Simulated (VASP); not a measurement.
These are r2SCAN meta-GGA, VASP's PBE PAW potentials (set 64) (plane waves; VASP) values and carry that method's errors.

VASP ran on this input.

INCAR:
```
! general
SYSTEM  = HfO2
PREC    = Accurate
ENCUT   = 620
LREAL   = F
LASPH   = T

! electronic loop
EDIFF   = 1E-6
NELM    = 100
ALGO    = Normal
LMAXMIX = 6
LMIXTAU = T

! smearing
ISMEAR  = 0
SIGMA   = 0.05

! functional
METAGGA = R2SCAN

! ions
IBRION  = 2
NSW     = 40
ISIF    = 3
EDIFFG  = -0.02

! output
LWAVE   = F
LCHARG  = F
```

POSCAR:
```
HfO2
1
    0.0000000000     2.5171020441     2.5171020441
    2.5171020441     0.0000000000     2.5171020441
    2.5171020441     2.5171020441     0.0000000000
Hf O
1 2
Direct
  0.0000000000   0.0000000000   0.0000000000
  0.2500000000   0.2500000000   0.2500000000
  0.7500000000   0.7500000000   0.7500000000
```

File KPOINTS:
```
K-points
0
Gamma
  8 8 8
0 0 0
```

POTCAR, in this order: Hf_pv O (PBE.64 set). Program: vasp_std.

Output of the run:

### OUTCAR
```
 ion  position               nearest neighbor table
   1  0.000  0.000  0.000-   2 2.18   3 2.18   3 2.18   3 2.18   3 2.18   2 2.18   2 2.18   2 2.18
  LATTYP: Found a face centered cubic cell.
 ALAT       =     5.0342040882
 Subroutine PRICEL returns:
 Original cell was already a primitive cell.
 Subroutine GETGRP returns: Found 48 space group operations
The static configuration has the point symmetry O_h .
The dynamic configuration has the point symmetry O_h .
 Subroutine INISYM returns: Found 48 space group operations
 Subroutine IBZKPT returns following result:
 Found     29 irreducible k-points:

 Following reciprocal coordinates:
            Coordinates               Weight
  0.000000  0.000000  0.000000      1.000000
  0.125000  0.000000  0.000000      8.000000
  0.250000  0.000000  0.000000      8.000000
  0.375000  0.000000  0.000000      8.000000
  0.500000  0.000000  0.000000      4.000000
  0.125000  0.125000  0.000000      6.000000
  0.250000  0.125000  0.000000     24.000000
  0.375000  0.125000  0.000000     24.000000
  0.500000  0.125000  0.000000     24.000000
 -0.375000  0.125000  0.000000     24.000000
 -0.250000  0.125000  0.000000     24.000000
 -0.125000  0.125000  0.000000     12.000000
  0.250000  0.250000  0.000000      6.000000
  0.375000  0.250000  0.000000     24.000000
  0.500000  0.250000  0.000000     24.000000
 -0.375000  0.250000  0.000000     24.000000
 -0.250000  0.250000  0.000000     12.000000
  0.375000  0.375000  0.000000      6.000000
  0.500000  0.375000  0.000000     24.000000
 -0.375000  0.375000  0.000000     12.000000
  0.500000  0.500000  0.000000      3.000000
  0.375000  0.250000  0.125000     24.000000
  0.500000  0.250000  0.125000     48.000000
 -0.375000  0.250000  0.125000     24.000000
  0.500000  0.375000  0.125000     24.000000
 -0.375000  0.375000  0.125000     48.000000
 -0.250000  0.375000  0.125000     24.000000
 -0.375000  0.500000  0.125000     12.000000
 -0.250000  0.500000  0.250000      6.000000
   k-points           NKPTS =     29   k-points in BZ     NKDIM =     29   number of bands    NBANDS=     15
   number of dos      NEDOS =    301   number of ions     NIONS =      3
   total plane-waves  NPLWV =  27000
   dimension x,y,z NGX =    30 NGY =   30 NGZ =   30
   dimension x,y,z NGXF=    60 NGYF=   60 NGZF=   60
   ions per type =               1   2
   PREC   = accura    normal or accurate (medium, high low for compatibility)
   ISTART =      0    job   : 0-new  1-cont  2-samecut
   ICHARG =      2    charge: 1-file 2-atom 10-const
   ISPIN  =      1    spin polarized calculation?
   LNONCOLLINEAR =      F non collinear calculations
   LSORBIT =      F    spin-orbit coupling
   INIWAV =      1    electr: 0-lowe 1-rand  2-diag
   ENCUT  =  620.0 eV  45.57 Ry    6.75 a.u.   7.23  7.23  7.23*2*pi/ulx,y,z
   NELM   =    100;   NELMIN=  2; NELMDL= -5     # of ELM steps
   EDIFF  = 0.1E-05   stopping-criterion for ELM
   LREAL  =      F    real-space projection
   NLSPLINE    = F    spline interpolate recip. space projectors
   LMAXMIX     =    6 max onsite mixed and CHGCAR
   VOSKOWN=      0    Vosko Wilk Nusair interpolation
   EDIFFG = -.2E-01   stopping-criterion for IOM
   NSW    =     40    number of steps for IOM
   NBLOCK =      1;   KBLOCK =     40    inner block; outer block
   IBRION =      2    ionic relax: 0-MD 1-quasi-New 2-CG
   NFREE  =      1    steps in history (QN), initial steepest desc. (CG)
   ISIF   =      3    stress and relaxation
   ISYM   =      2    0-nonsym 1-usesym 2-fastsym
   TEIN   =    0.0    initial temperature
   TEBEG  =    0.0;   TEEND  =   0.0 temperature during run
   SMASS  =  -3.00    Nose mass-parameter (am)
   PSTRESS=    0.0 pullay stress
...
```

**OSZICAR**
```
       N       E                     dE             d eps       ncg     rms          rms(c)
DAV:   1     0.703206967690E+02    0.70321E+02   -0.14786E+04   870   0.171E+03
DAV:   2    -0.763895713271E+02   -0.14671E+03   -0.14091E+03  1094   0.356E+02
DAV:   3    -0.805935979636E+02   -0.42040E+01   -0.41999E+01  1143   0.586E+01
DAV:   4    -0.806157167200E+02   -0.22119E-01   -0.22117E-01  1101   0.462E+00
DAV:   5    -0.806159065229E+02   -0.18980E-03   -0.18980E-03  1122   0.380E-01    0.541E+01
DAV:   6    -0.681336131802E+02    0.12482E+02   -0.16389E+01  1010   0.324E+01    0.416E+01
DAV:   7    -0.696381622896E+02   -0.15045E+01   -0.26249E+00  1045   0.143E+01    0.247E+01
DAV:   8    -0.665637914883E+02    0.30744E+01   -0.18120E+00   870   0.164E+01    0.341E+00
DAV:   9    -0.683752689342E+02   -0.18115E+01   -0.82918E-01   870   0.111E+01    0.577E+00
DAV:  10    -0.686607825822E+02   -0.28551E+00   -0.81426E-01  1038   0.808E+00    0.260E+00
DAV:  11    -0.685583778114E+02    0.10240E+00   -0.44331E-02   954   0.204E+00    0.119E+00
DAV:  12    -0.685543531151E+02    0.40247E-02   -0.87730E-03  1101   0.965E-01    0.717E-01
DAV:  13    -0.685621840342E+02   -0.78309E-02   -0.75487E-03   996   0.748E-01    0.362E-01
DAV:  14    -0.685613597256E+02    0.82431E-03   -0.85473E-04  1017   0.260E-01    0.320E-01
DAV:  15    -0.685620834259E+02   -0.72370E-03   -0.14578E-03  1059   0.300E-01    0.564E-02
DAV:  16    -0.685620829993E+02    0.42661E-06   -0.58268E-05  1094   0.634E-02    0.130E-02
DAV:  17    -0.685620872496E+02   -0.42503E-05   -0.66879E-06   968   0.276E-02    0.652E-03
DAV:  18    -0.685620890874E+02   -0.18378E-05   -0.81303E-07   722   0.131E-02    0.491E-03
DAV:  19    -0.685620886722E+02    0.41516E-06   -0.40239E-07   540   0.596E-03
   1 F= -.68562089E+02 E0= -.68562089E+02  d E =-.685621E+02
       N       E                     dE             d eps       ncg     rms          rms(c)
DAV:   1    -0.685639130153E+02   -0.18239E-02   -0.51420E-02   961   0.226E+00    0.763E-01
DAV:   2    -0.685621509301E+02    0.17621E-02   -0.74907E-03   898   0.688E-01    0.215E-01
DAV:   3    -0.685619733900E+02    0.17754E-03   -0.32531E-04  1031   0.177E-01    0.149E-01
DAV:   4    -0.685619036256E+02    0.69764E-04   -0.15514E-04  1101   0.119E-01    0.921E-02
DAV:   5    -0.685618167571E+02    0.86869E-04   -0.10163E-04   884   0.132E-01    0.340E-02
DAV:   6    -0.685619064845E+02   -0.89727E-04   -0.45263E-05   877   0.855E-02    0.305E-02
DAV:   7    -0.685619088082E+02   -0.23237E-05   -0.27240E-06   847   0.227E-02    0.599E-03
DAV:   8    -0.685619083371E+02    0.47110E-06   -0.29811E-07   491   0.671E-03
   2 F= -.68561908E+02 E0= -.68561908E+02  d E =0.180335E-03
       N       E                     dE             d eps       ncg     rms          rms(c)
DAV:   1    -0.685630039811E+02   -0.10952E-02   -0.23687E-02   961   0.154E+00    0.517E-01
DAV:   2    -0.685622325991E+02    0.77138E-03   -0.34896E-03   898   0.469E-01    0.145E-01
DAV:   3    -0.685621618332E+02    0.70766E-04   -0.15298E-04  1031   0.122E-01    0.102E-01
DAV:   4    -0.685621408719E+02    0.20961E-04   -0.72519E-05  1101   0.815E-02    0.620E-02
DAV:   5    -0.685620876684E+02    0.53203E-04   -0.45738E-05   898   0.894E-02    0.251E-02
DAV:   6    -0.685621429471E+02   -0.55279E-04   -0.19280E-05   877   0.559E-02    0.185E-02
DAV:   7    -0.685621441812E+02   -0.12341E-05   -0.13068E-06   708   0.162E-02    0.394E-03
DAV:   8    -0.685621439279E+02    0.25331E-06   -0.12519E-07   456   0.404E-03
   3 F= -.68562144E+02 E0= -.68562144E+02  d E =-.552557E-04
```

**OUTCAR**
```
------------------------ aborting loop because EDIFF is reached ----------------------------------------
  FORCE on cell =-STRESS in cart. coord.  units (eV):
  Direction    XX          YY          ZZ          XY          YZ          ZX
  --------------------------------------------------------------------------------------
  Total       -0.0161529     -0.0161529     -0.0161529      0.0000000      0.0000000      0.0000000
  in kB       -0.8125243     -0.8125243     -0.8125243      0.0000000      0.0000000      0.0000000
  external PRESSURE =      -0.8125243 kB  Pullay stress =       0.0000000 kB
  volume of cell :       31.85
      direct lattice vectors                 reciprocal lattice vectors
    -0.000000000  2.515930381  2.515930381    -0.198733639  0.198733639  0.198733639
     2.515930381  0.000000000  2.515930381     0.198733639 -0.198733639  0.198733639
     2.515930381  2.515930381  0.000000000     0.198733639  0.198733639 -0.198733639
 POSITION                                       TOTAL-FORCE (eV/Angst)
 -----------------------------------------------------------------------------------
      0.00000      0.00000      0.00000        -0.000000      0.000000     -0.000000
      1.25797      1.25797      1.25797         0.000000     -0.000000      0.000000
      3.77390      3.77390      3.77390        -0.000000     -0.000000     -0.000000
 -----------------------------------------------------------------------------------
    total drift:                                0.000000     -0.000000      0.000000
  FREE ENERGIE OF THE ION-ELECTRON SYSTEM (eV)
  ---------------------------------------------------
  free  energy   TOTEN  =       -68.5621439279 eV

  energy  without entropy=      -68.5621439279  energy(sigma->0) =      -68.56214393

 reached required accuracy - stopping structural energy minimisation
```
(Selected blocks of OUTCAR.)

CONTCAR:
```
HfO2
   1.00000000000000
    -0.0000000000000000    2.5159303807100586    2.5159303807100586
     2.5159303807100586    0.0000000000000000    2.5159303807100586
     2.5159303807100586    2.5159303807100586    0.0000000000000000
  Hf              O
     1     2
Direct
     0.0000000000000000    0.0000000000000000    0.0000000000000000
     0.2500000000000000    0.2500000000000000    0.2500000000000000
     0.7500000000000000    0.7500000000000000    0.7500000000000000
```

### OUTCAR
```
 val. band max:        4.1014538256   @ k =   0.5000   0.5000   0.0000

 cond. band min:       8.4651312661   @ k =   0.5000   0.5000   0.0000


 Fermi energy:         4.3302372779

 k-point     1 :       0.0000    0.0000    0.0000
  band No.  band energies     occupation
      1     -26.4450      2.00000
      2     -26.4450      2.00000
      3     -26.4450      2.00000
      4     -15.7695      2.00000
      5     -12.6551      2.00000
      6      -1.4828      2.00000
      7      -1.4828      2.00000
      8      -1.4827      2.00000
      9       3.4532      2.00000
     10       3.4532      2.00000
     11       3.4532      2.00000
     12       8.5673      0.00000
     13       8.5673      0.00000
     14      10.7551      0.00000
     15      15.3974      0.00000

 k-point     2 :       0.1250    0.0000    0.0000
  band No.  band energies     occupation
      1     -26.5226      2.00000
      2     -26.4530      2.00000
      3     -26.4530      2.00000
      4     -15.5491      2.00000
      5     -12.8311      2.00000
      6      -1.3255      2.00000
      7      -1.3255      2.00000
      8      -1.0488      2.00000
      9       3.0027      2.00000
     10       3.1709      2.00000
     11       3.1709      2.00000
     12       8.8561      0.00000
     13       8.8561      0.00000
     14      11.3509      0.00000
     15      14.6521      0.00000

 k-point     3 :       0.2500    0.0000    0.0000
  band No.  band energies     occupation
      1     -26.7014      2.00000
      2     -26.4723      2.00000
      3     -26.4723      2.00000
      4     -15.0342      2.00000
      5     -13.1818      2.00000
      6      -0.9345      2.00000
      7      -0.9345      2.00000
      8      -0.0380      2.00000
      9       2.0934      2.00000
     10       2.6398      2.00000
     11       2.6399      2.00000
     12       9.2924      0.00000
     13       9.2924      0.00000
     14      11.8407      0.00000
     15      14.2226      0.00000
...
```

Unless said otherwise, spin-orbit coupling is left out, though it shifts the bands of the heavy elements here.

The compound is HfO2 in the fluorite structure, the high-temperature cubic form, which is unstable at 0 K; the monoclinic form is the stable one. This run relaxes it. Symmetry was kept, so distortions that lower it aren't found.
